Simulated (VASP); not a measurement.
Input:

```xyz
1
Lattice="0.0000 1.9290 1.9290 1.9290 0.0000 1.9290 1.9290 1.9290 0.0000" Properties=species:S:1:pos:R:3 pbc="T T T"
Pt     0.0000     0.0000     0.0000
```

Level of theory: LDA (Ceperley-Alder, Perdew-Zunger), VASP's LDA PAW potentials (set 64) (plane waves; VASP). Settings: 500 eV cut-off, 16×16×16 Γ-centred mesh, first-order Methfessel-Paxton smearing of 0.10 eV, potentials Pt.

Energy and stress use the plane-wave basis of the starting cell.

The ions, cell shape and volume at an external pressure of 20.0 GPa are relaxed. Which structure does the run end with?

```xyz
1
Lattice="0.0000 1.9123 1.9123 1.9123 0.0000 1.9123 1.9123 1.9123 0.0000" Properties=species:S:1:pos:R:3 pbc="T T T"
Pt     3.8246     3.8246     3.8246
```
Space group Fm-3m (225), at a tolerance of 0.03 Å.

How do energy and volume change from the first to the last step?

The energy (σ→0) changes by +34.1 meV/atom and the volume by -2.6 %, in 4 ionic steps.

The compound is Pt in the fcc structure. This run relaxes it under an external pressure of 20 GPa. Symmetry was kept, so distortions that lower it aren't found.
